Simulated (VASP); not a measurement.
An input for Quantum ESPRESSO's pw.x (written as the equivalent of a VASP run, and not itself run):

```
&CONTROL
  calculation = 'scf'
  pseudo_dir = './pseudo'
  outdir = './out'
  tprnfor = .true.
  tstress = .true.
/
&SYSTEM
  ibrav = 0
  nat = 4
  ntyp = 3
  ecutwfc = 96
  occupations = 'tetrahedra'
  input_dft = 'pw91'
  nspin = 2
  starting_magnetization(1) = 0.41
  starting_magnetization(2) = -0.41
/
&ELECTRONS
  conv_thr = 7.3e-09
  electron_maxstep = 100
/
ATOMIC_SPECIES
  Mn1 54.938 Mn.upf
  Mn2 54.938 Mn.upf
  S 32.060 S.upf
CELL_PARAMETERS angstrom
     5.1210679    2.5553684    2.5553684
     2.5553684    5.1210679    2.5553684
     2.5553684    2.5553684    5.1210679
ATOMIC_POSITIONS crystal
  Mn1  0.0000000  0.0000000  0.0000000
  Mn2  0.5000000  0.5000000  0.5000000
  S    0.2500000  0.2500000  0.2500000
  S    0.7500000  0.7500000  0.7500000
K_POINTS automatic
  8 8 8 0 0 0
```

Q: Translate this input to VASP (INCAR, KPOINTS, POSCAR, choice of POTCAR).

A: One answer among several that fit: 
**KPOINTS**
```
Automatic mesh
0
Gamma
8 8 8
0 0 0
```

POSCAR:
```
MnS
1
    5.1210678895     2.5553683907     2.5553683907
    2.5553683907     5.1210678895     2.5553683907
    2.5553683907     2.5553683907     5.1210678895
Mn S
2 2
Direct
  0.0000000000   0.0000000000   0.0000000000
  0.5000000000   0.5000000000   0.5000000000
  0.2500000000   0.2500000000   0.2500000000
  0.7500000000   0.7500000000   0.7500000000
```

### INCAR
```
ALGO = Normal
EDIFF = 1E-7
ENCUT = 520
GGA = 91
ISIF = 2
ISMEAR = -5
ISPIN = 2
LASPH = .True.
LCHARG = .True.
LEFG = .True.
LMAXMIX = 4
LORBIT = 11
LREAL = .False.
LWAVE = .False.
MAGMOM = 4.1 -4.1 2*0.0
NEDOS = 601
NELM = 100
PREC = Accurate
SYSTEM = MnS
```

POTCAR, in this order: Mn_pv S (PBE.64 set). Program: vasp_std.

Limits of the translation: the potentials are each code's own (VASP's PAW set, PseudoDojo norm-conserving files in pw.x), so ENCUT and ecutwfc are chosen apart and not converted; conv_thr bounds pw.x's estimated SCF error, while EDIFF bounds the energy change between steps; starting_magnetization is a fraction of the valence charge and MAGMOM a moment in μB, so they match only roughly; the field gradients of LEFG aren't asked of the other code.

The compound is MnS in the rock salt, AFM-II order structure. It was relaxed first, which changed the volume by -5 %.
